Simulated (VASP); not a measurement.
All values below come from revPBE GGA, VASP's PBE PAW potentials (set 64) (plane waves; VASP).

The input files of a VASP run:

KPOINTS:
```
Automatic mesh
0
Gamma
 8 8 7
0 0 0
```

**POSCAR**
```
Ga
1.0
  2.2309655857  -3.8508368577   0.0000000000
  2.2309655857   3.8508368577   0.0000000000
  0.0000000000   0.0000000000   4.5766078970
Ga
4
Direct
  0.1555907509   0.8444092491   0.9190422148
  0.3444092491   0.6555907509   0.4190422148
  0.6555907509   0.3444092491   0.5809577852
  0.8444092491   0.1555907509   0.0809577852
```

### INCAR
```
! general
SYSTEM   =  Ga
PREC     =  Accurate
ENCUT    =  520
LREAL    =  .False.
LASPH    =  .True.

! electronic loop
EDIFF    =  1E-7
NELM     =  100
ALGO     =  Normal
LMAXMIX  =  4

! smearing
ISMEAR   =  1
SIGMA    =  0.1

! functional
GGA      =  RE

! ions
IBRION   =  2
NSW      =  30
ISIF     =  4
EDIFFG   =  -0.01

! output
LWAVE    =  .False.
LCHARG   =  .False.
```

POTCAR, in this order: Ga_d (PBE.64 set). Program: vasp_std.

What VASP printed:

### OSZICAR
```
...
DAV:  10    -0.103913782788E+02   -0.22397E-04   -0.23919E-04  6113   0.169E-01    0.580E-03
DAV:  11    -0.103913794912E+02   -0.12124E-05   -0.39216E-05  5937   0.783E-02    0.396E-03
DAV:  12    -0.103913795201E+02   -0.28918E-07   -0.80054E-06  6076   0.305E-02    0.479E-04
DAV:  13    -0.103913796526E+02   -0.13250E-06   -0.90434E-07  6717   0.775E-03    0.470E-04
DAV:  14    -0.103913796101E+02    0.42495E-07   -0.52487E-08  3668   0.185E-03
   1 F= -.10391380E+02 E0= -.10391285E+02  d E =-.103914E+02
       N       E                     dE             d eps       ncg     rms          rms(c)
DAV:   1    -0.103944317345E+02   -0.30521E-02   -0.10442E-01  6097   0.219E+00    0.318E-01
DAV:   2    -0.103928260715E+02    0.16057E-02   -0.49103E-03  5645   0.103E+00    0.194E-01
DAV:   3    -0.103918642298E+02    0.96184E-03   -0.22824E-03  7811   0.589E-01    0.175E-02
DAV:   4    -0.103919112442E+02   -0.47014E-04   -0.69545E-04  5425   0.300E-01    0.129E-02
DAV:   5    -0.103919118437E+02   -0.59955E-06   -0.40469E-05  6898   0.665E-02    0.236E-03
DAV:   6    -0.103919122194E+02   -0.37567E-06   -0.41670E-06  5831   0.169E-02    0.150E-03
DAV:   7    -0.103919122655E+02   -0.46119E-07   -0.23801E-07  4386   0.530E-03
   2 F= -.10391912E+02 E0= -.10391778E+02  d E =-.532655E-03
       N       E                     dE             d eps       ncg     rms          rms(c)
DAV:   1    -0.103924823277E+02   -0.57011E-03   -0.20983E-02  6083   0.980E-01    0.142E-01
DAV:   2    -0.103921603097E+02    0.32202E-03   -0.98554E-04  5645   0.466E-01    0.868E-02
DAV:   3    -0.103919670525E+02    0.19326E-03   -0.45485E-04  7663   0.264E-01    0.781E-03
DAV:   4    -0.103919765915E+02   -0.95389E-05   -0.13966E-04  5446   0.134E-01    0.575E-03
DAV:   5    -0.103919767396E+02   -0.14811E-06   -0.82947E-06  6883   0.298E-02    0.105E-03
DAV:   6    -0.103919768191E+02   -0.79490E-07   -0.84048E-07  5569   0.763E-03
   3 F= -.10391977E+02 E0= -.10391838E+02  d E =-.597209E-03
       N       E                     dE             d eps       ncg     rms          rms(c)
DAV:   1    -0.103957087416E+02   -0.37320E-02   -0.69186E-02  6218   0.188E+00    0.368E-01
DAV:   2    -0.103936380412E+02    0.20707E-02   -0.32784E-03  5559   0.103E+00    0.225E-01
DAV:   3    -0.103923673689E+02    0.12707E-02   -0.16052E-03  6094   0.700E-01    0.149E-02
DAV:   4    -0.103924377569E+02   -0.70388E-04   -0.77678E-04  5362   0.300E-01    0.122E-02
DAV:   5    -0.103924386437E+02   -0.88682E-06   -0.30864E-05  7865   0.600E-02    0.342E-03
DAV:   6    -0.103924389793E+02   -0.33561E-06   -0.16116E-06  5839   0.981E-03    0.335E-03
DAV:   7    -0.103924388647E+02    0.11468E-06   -0.29849E-07  4418   0.853E-03    0.101E-03
DAV:   8    -0.103924388836E+02   -0.18917E-07   -0.13363E-07  3897   0.567E-03
   4 F= -.10392439E+02 E0= -.10392333E+02  d E =-.462065E-03
       N       E                     dE             d eps       ncg     rms          rms(c)
DAV:   1    -0.104231972434E+02   -0.30758E-01   -0.62421E-01  6241   0.564E+00    0.111E+00
DAV:   2    -0.104042938419E+02    0.18903E-01   -0.29396E-02  5551   0.297E+00    0.676E-01
DAV:   3    -0.103927928401E+02    0.11501E-01   -0.14922E-02  6223   0.208E+00    0.455E-02
DAV:   4    -0.103934198823E+02   -0.62704E-03   -0.69403E-03  5341   0.901E-01    0.367E-02
DAV:   5    -0.103934274502E+02   -0.75679E-05   -0.27197E-04  7737   0.179E-01    0.106E-02
DAV:   6    -0.103934295521E+02   -0.21019E-05   -0.13966E-05  5867   0.327E-02    0.902E-03
DAV:   7    -0.103934286249E+02    0.92727E-06   -0.23532E-06  6534   0.207E-02    0.254E-03
DAV:   8    -0.103934286870E+02   -0.62097E-07   -0.73957E-07  4603   0.122E-02
   5 F= -.10393429E+02 E0= -.10393601E+02  d E =-.145187E-02
       N       E                     dE             d eps       ncg     rms          rms(c)
DAV:   1    -0.103938459914E+02   -0.41737E-03   -0.84017E-03  6210   0.653E-01    0.128E-01
DAV:   2    -0.103935890859E+02    0.25691E-03   -0.38870E-04  5558   0.358E-01    0.785E-02
DAV:   3    -0.103934329230E+02    0.15616E-03   -0.19764E-04  6142   0.245E-01    0.525E-03
DAV:   4    -0.103934414207E+02   -0.84977E-05   -0.93781E-05  5355   0.104E-01    0.428E-03
DAV:   5    -0.103934415503E+02   -0.12957E-06   -0.37979E-06  7873   0.209E-02    0.124E-03
DAV:   6    -0.103934415849E+02   -0.34623E-07   -0.16354E-07  3926   0.337E-03
   6 F= -.10393442E+02 E0= -.10393609E+02  d E =-.146477E-02
       N       E                     dE             d eps       ncg     rms          rms(c)
DAV:   1    -0.103941662191E+02   -0.72467E-03   -0.15452E-02  6219   0.888E-01    0.175E-01
DAV:   2    -0.103936912014E+02    0.47502E-03   -0.74128E-04  5558   0.493E-01    0.107E-01
DAV:   3    -0.103934016981E+02    0.28950E-03   -0.36791E-04  6068   0.333E-01    0.720E-03
DAV:   4    -0.103934174039E+02   -0.15706E-04   -0.17382E-04  5376   0.142E-01    0.582E-03
DAV:   5    -0.103934176622E+02   -0.25831E-06   -0.71466E-06  7897   0.290E-02    0.164E-03
DAV:   6    -0.103934177220E+02   -0.59808E-07   -0.31411E-07  4557   0.465E-03
   7 F= -.10393418E+02 E0= -.10393566E+02  d E =-.144090E-02
       N       E                     dE             d eps       ncg     rms          rms(c)
DAV:   1    -0.103938159872E+02   -0.39832E-03   -0.78364E-03  6218   0.632E-01    0.124E-01
DAV:   2    -0.103935771113E+02    0.23888E-03   -0.36866E-04  5523   0.349E-01    0.758E-02
DAV:   3    -0.103934313635E+02    0.14575E-03   -0.18376E-04  6092   0.238E-01    0.507E-03
DAV:   4    -0.103934392705E+02   -0.79070E-05   -0.87687E-05  5334   0.100E-01    0.414E-03
DAV:   5    -0.103934393579E+02   -0.87359E-07   -0.35813E-06  8020   0.196E-02    0.130E-03
DAV:   6    -0.103934393784E+02   -0.20478E-07   -0.12931E-07  3779   0.336E-03
   8 F= -.10393439E+02 E0= -.10393602E+02  d E =-.146256E-02
       N       E                     dE             d eps       ncg     rms          rms(c)
DAV:   1    -0.103937208865E+02   -0.28153E-03   -0.43157E-02  6146   0.133E+00    0.112E-01
DAV:   2    -0.103936016268E+02    0.11926E-03   -0.15741E-03  7184   0.477E-01    0.670E-02
DAV:   3    -0.103934816153E+02    0.12001E-03   -0.25430E-04  7493   0.202E-01    0.674E-03
DAV:   4    -0.103934871425E+02   -0.55272E-05   -0.80971E-05  5467   0.936E-02    0.445E-03
DAV:   5    -0.103934870627E+02    0.79817E-07   -0.49052E-06  6988   0.163E-02    0.148E-03
DAV:   6    -0.103934870456E+02    0.17015E-07   -0.52965E-07  4288   0.611E-03
   9 F= -.10393487E+02 E0= -.10393666E+02  d E =-.476673E-04
       N       E                     dE             d eps       ncg     rms          rms(c)
DAV:   1    -0.103935056941E+02   -0.18631E-04   -0.25014E-03  6139   0.321E-01    0.269E-02
DAV:   2    -0.103934985482E+02    0.71459E-05   -0.91092E-05  7231   0.114E-01    0.161E-02
DAV:   3    -0.103934915920E+02    0.69562E-05   -0.14451E-05  7361   0.485E-02    0.166E-03
DAV:   4    -0.103934919356E+02   -0.34354E-06   -0.46675E-06  5523   0.223E-02    0.106E-03
DAV:   5    -0.103934919410E+02   -0.53988E-08   -0.24792E-07  4477   0.387E-03
  10 F= -.10393492E+02 E0= -.10393667E+02  d E =-.525626E-04
       N       E                     dE             d eps       ncg     rms          rms(c)
DAV:   1    -0.103935758728E+02   -0.83937E-04   -0.29498E-02  5978   0.109E+00    0.679E-02
DAV:   2    -0.103935853220E+02   -0.94492E-05   -0.90219E-04  7604   0.324E-01    0.397E-02
DAV:   3    -0.103935478477E+02    0.37474E-04   -0.56275E-05  7338   0.111E-01    0.402E-03
DAV:   4    -0.103935498229E+02   -0.19751E-05   -0.23669E-05  5488   0.474E-02    0.249E-03
DAV:   5    -0.103935497613E+02    0.61564E-07   -0.14004E-06  6194   0.738E-03    0.111E-03
DAV:   6    -0.103935497566E+02    0.47294E-08   -0.11867E-07  3935   0.487E-03
  11 F= -.10393550E+02 E0= -.10393723E+02  d E =-.578156E-04
```

### OUTCAR
```
------------------------ aborting loop because EDIFF is reached ----------------------------------------
  FORCE on cell =-STRESS in cart. coord.  units (eV):
  Direction    XX          YY          ZZ          XY          YZ          ZX
  --------------------------------------------------------------------------------------
  Total        1.6150861      1.5919822      1.6158997      0.0000000     -0.0000000      0.0000000
  in kB       32.9067173     32.4359861     32.9232943      0.0000000     -0.0000000      0.0000000
  external PRESSURE =      32.7553325 kB  Pullay stress =       0.0000000 kB
  volume of cell :       78.64
      direct lattice vectors                 reciprocal lattice vectors
     2.257034230 -3.845558257 -0.000000000     0.221529649 -0.130020134  0.000000000
     2.257034230  3.845558257  0.000000000     0.221529649  0.130020134 -0.000000000
     0.000000000  0.000000000  4.529957799     0.000000000 -0.000000000  0.220752608
 POSITION                                       TOTAL-FORCE (eV/Angst)
 -----------------------------------------------------------------------------------
      2.25703      2.65200      4.15852         0.000000      0.003515     -0.006352
      2.25703      1.19356      1.89354         0.000000     -0.003515     -0.006352
      2.25703     -1.19356      2.63642         0.000000      0.003515      0.006352
      2.25703     -2.65200      0.37144         0.000000     -0.003515      0.006352
 -----------------------------------------------------------------------------------
    total drift:                               -0.000000      0.000000      0.000000
  FREE ENERGIE OF THE ION-ELECTRON SYSTEM (eV)
  ---------------------------------------------------
  free  energy   TOTEN  =       -10.3935497566 eV

  energy  without entropy=      -10.3940696049  energy(sigma->0) =      -10.39372304

 reached required accuracy - stopping structural energy minimisation
```
(Selected blocks of OUTCAR.)

### CONTCAR
```
Ga
   1.00000000000000
     2.2570342296267363   -3.8455582566659103   -0.0000000000000000
     2.2570342296267363    3.8455582566659103    0.0000000000000000
     0.0000000000000000    0.0000000000000000    4.5299577992277023
  Ga
     4
Direct
     0.1551866109216070    0.8448133890783930    0.9180041816445155
     0.3448133890783929    0.6551866109216070    0.4180041816445154
     0.6551866109216070    0.3448133890783929    0.5819958183554845
     0.8448133890783930    0.1551866109216070    0.0819958183554846
```

OUTCAR:
```
 val. band max:        5.1021192817   @ k =  -0.2500   0.2500   0.2857

 cond. band min:       5.1679323173   @ k =  -0.3750   0.3750   0.1429


 Fermi energy:         5.1513389301

 k-point     1 :       0.0000    0.0000    0.0000
  band No.  band energies     occupation
      1     -10.0715      2.00000
      2     -10.0649      2.00000
      3     -10.0328      2.00000
      4     -10.0148      2.00000
      5      -9.9961      2.00000
      6      -9.9716      2.00000
      7      -9.9148      2.00000
      8      -9.8614      2.00000
      9      -9.8372      2.00000
     10      -9.8182      2.00000
     11      -9.8168      2.00000
     12      -9.8086      2.00000
     13      -9.7940      2.00000
     14      -9.7584      2.00000
     15      -9.7383      2.00000
     16      -9.6874      2.00000
     17      -9.6357      2.00000
     18      -9.6240      2.00000
     19      -9.6029      2.00000
     20      -9.5189      2.00000
     21      -5.9036      2.00000
     22       0.8931      2.00000
     23       1.3868      2.00000
     24       3.3925      2.00000
     25       3.4046      2.00000
     26       4.3040      2.00000
     27       6.0018     -0.00000
     28       6.0288     -0.00000
     29       6.1675     -0.00000
     30      10.1962      0.00000
     31      10.4829      0.00000

 k-point     2 :       0.1250    0.0000    0.0000
  band No.  band energies     occupation
      1     -10.0739      2.00000
      2     -10.0582      2.00000
      3     -10.0367      2.00000
      4     -10.0217      2.00000
      5      -9.9855      2.00000
      6      -9.9677      2.00000
      7      -9.9199      2.00000
      8      -9.8942      2.00000
      9      -9.8429      2.00000
     10      -9.8384      2.00000
     11      -9.7907      2.00000
     12      -9.7906      2.00000
     13      -9.7873      2.00000
     14      -9.7576      2.00000
     15      -9.7279      2.00000
     16      -9.6747      2.00000
     17      -9.6392      2.00000
...
```

The compound is Ga in the alpha structure. This cell is one point of a volume scan, at 0.94 of the reference volume. Symmetry was kept, so distortions that lower it aren't found.
